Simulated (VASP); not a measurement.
A convergence study with VASP on PbS (rock salt): one setting is varied, all else stays as given below, so the limit is that of these other settings.

```yaml
crystal:
  lattice:
    - [0.00000, 2.97000, 2.97000]
    - [2.97000, 0.00000, 2.97000]
    - [2.97000, 2.97000, 0.00000]
  atoms:
    - { symbol: Pb, position: [0.00000, 0.00000, 0.00000] }
    - { symbol: S, position: [0.50000, 0.50000, 0.50000] }
```

Computed with PBEsol GGA, VASP's PBE PAW potentials (set 64) (plane waves; VASP 6.6.1). The tightest run used: 550 eV cut-off, 17×17×17 Γ-centred mesh, tetrahedra with Blöchl corrections, potentials Pb_d S.

Unless said otherwise, spin-orbit coupling is left out, though it shifts the bands of the heavy elements here. Gaps are read on the run's mesh, which can miss a band edge.

```csv
setting,E (eV/atom),pressure (GPa),gap on the mesh (eV),irreducible k-points
3×3×3 mesh,-4.7879,-2.22,2.157,4
4×4×4 mesh,-4.7203,-1.02,0.271,8
5×5×5 mesh,-4.7342,-1.33,1.251,10
```

**Question.** These are the cheaper rows. Estimate the results at 17×17×17 mesh, and how far the last row shown lies from them.

**Answer.** 
```tsv
quantity	tightest run	last row shown is off by
E (eV/atom)	-4.7268	-0.0074
pressure (GPa)	-1.10	-0.23
gap on the mesh (eV)	0.442	0.809
```

Left out are rungs that failed or repeat a setting and relaxations that didn't move; long series are thinned to 24 rows.

The compound is PbS in the rock salt structure. The cell was not relaxed at this level.
